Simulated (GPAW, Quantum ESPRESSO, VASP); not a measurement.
# Code comparison for VPt (P1, 2 atoms in the cell)

Self-consistent single point.

```
CELL_PARAMETERS angstrom
      2.68627     0.00000     0.00000
      0.00000     2.68627     0.00000
      0.00000     0.00000     3.89258
ATOMIC_POSITIONS crystal
  V  0.47178 0.46256 0.50836
  Pt 0.02822 0.03744 0.99164
```

All programs got the same cell, k-point mesh and kind of occupations (in GPAW's words: kpts = 8 8 6; mesh shift (steps) = 0 0 0; occupations.name = methfessel-paxton; occupations.width = 0.136 eV; occupations.order = 0); potentials, basis and cutoffs are each program's usual ones.

```json
[
 {"code": "GPAW", "model": "LDA (Perdew-Wang 92), GPAW PAW datasets LDA (gpaw-data 1.0.1)", "pressure (GPa)": "-7.35", "largest force (eV/Å)": "1.214", "cutoff": "800 eV"},
 {"code": "VASP", "model": "LDA (PZ), VASP's LDA PAW potentials (set 64)", "pressure (GPa)": "-7.21", "largest force (eV/Å)": "1.245", "cutoff": "300 eV"},
 {"code": "Quantum ESPRESSO", "model": "LDA (PZ), GBRV 1.5 ultrasoft (LDA) pseudopotentials", "pressure (GPa)": "-7.52", "largest force (eV/Å)": "1.237", "cutoff": "50 Ry"}
]
```

The spread over the programs that give each value: pressure within 0.31 GPa; largest force within 0.031 eV/Å.

The starting cell comes from a database of computed structures (which also holds hypothetical and non-ambient phases and stackings), without a prior relaxation at this level. Its atoms were displaced at random from the sites of space group no. 123. On GPAW's run: Spin-orbit coupling is off. Spin polarisation is off. In the base run, with a pressure of about -7 GPa the cell is away from its equilibrium volume at this level. In the base run, forces exceed 1 eV/Å.

Task: Why do the programs differ, and what cannot be compared?

Result: Differences of this kind can come from the potentials, where these differ, and from what each basis and cutoff leave unconverged. The valence holds different numbers of electrons (GPAW 29, VASP 23, Quantum ESPRESSO 29). The zero of total energies and Fermi levels follows the potentials and each program's conventions, so they are not compared here.

VASP's run is marked for a possible Pulay error in its stress at this cutoff; no cutoff test was made.

Left out of this page: Ansatz, ABINIT, CP2K, Elk, FLEUR and SIESTA (not drawn, or without a comparable value).

Keys are those of Ansatz 0.2.
